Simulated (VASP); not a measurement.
Here is the system:

```xyz
2
Lattice="2.8333 0.0000 0.0000 -1.4166 2.4537 0.0000 0.0000 0.0000 2.7651" Properties=species:S:1:pos:R:3 pbc="T T T"
B      0.0000     0.0000     0.0000
P      1.4166     0.8179     1.3826
```

The numbers are results of PBE GGA, VASP's PBE PAW potentials (set 64) (plane waves; VASP), not measurements. Settings: 400 eV cut-off, 9×9×8 Γ-centred mesh, Gaussian smearing of 0.10 eV, potentials B P.

Question: Give the energies of bands 2 to 7 at the high-symmetry points, in eV from the Fermi level.

Answer: 
| band | Γ | M | K | A | L | H |
|---|---|---|---|---|---|---|
| 2 | -2.33 | -10.63 | -9.74 | -11.80 | -7.94 | -7.22 |
| 3 | 0.71 | -2.69 | -7.96 | 4.08 | -7.20 | -7.01 |
| 4 | 0.71 | 1.41 | 2.69 | 4.08 | -5.20 | -4.28 |
| 5 | 2.97 | 2.44 | 3.86 | 4.88 | 1.41 | -3.83 |
| 6 | 5.38 | 4.65 | 7.40 | 4.88 | 1.80 | -2.96 |
| 7 | 5.38 | 6.53 | 8.46 | 8.46 | 5.05 | 12.21 |

It has no gap at this level: it comes out as a metal or semimetal.

The structure was generated: BP was put into an ordered model structure, which need not be its known phase. The cell was not relaxed at this level.
